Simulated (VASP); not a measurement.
Here is the system:

```xyz
3
Lattice="0.0000 3.0882 3.0882 3.0882 0.0000 3.0882 3.0882 3.0882 0.0000" Properties=species:S:1:pos:R:3 pbc="T T T"
Ba     0.0000     0.0000     0.0000
F      1.5441     1.5441     1.5441
F      4.6323     4.6323     4.6323
```

All values below come from PBEsol GGA, VASP's PBE PAW potentials (set 64) (plane waves; VASP). Run with 520 eV cut-off, Gaussian smearing of 0.050 eV, potentials Ba_sv F.

Unless said otherwise, spin-orbit coupling is left out, though it shifts the bands of the heavy elements here.

Task: Give the energies of bands 7 to 15 at the high-symmetry points, in eV from the valence-band maximum.

Result: 
| band | Γ | X | U | L | W |
|---|---|---|---|---|---|
| 7 | -1.57 | -1.59 | -1.34 | -1.15 | -1.27 |
| 8 | -1.57 | -0.39 | -0.57 | -1.15 | -0.63 |
| 9 | -1.57 | -0.39 | -0.56 | -0.70 | -0.37 |
| 10 | -0.09 | -0.33 | -0.35 | -0.36 | -0.37 |
| 11 | -0.09 | -0.33 | -0.21 | -0.17 | -0.34 |
| 12 | -0.09 | -0.15 | -0.19 | -0.17 | -0.20 |
| 13 | 6.67 | 7.19 | 7.48 | 9.06 | 7.50 |
| 14 | 9.14 | 8.95 | 9.33 | 9.16 | 9.79 |
| 15 | 9.14 | 10.70 | 9.93 | 9.16 | 9.85 |

The gap is indirect, 6.67 eV, from the valence maximum at K-Γ at 0.43 to the conduction minimum at Γ.

Measured: gap 10.50 eV (computed value off by -3.83 eV), as given by Andrés Aguado et al., Journal of the Physical Society of Japan (1999), arXiv:cond-mat/9901145.

The compound is BaF2 in the fluorite structure. It was relaxed first.
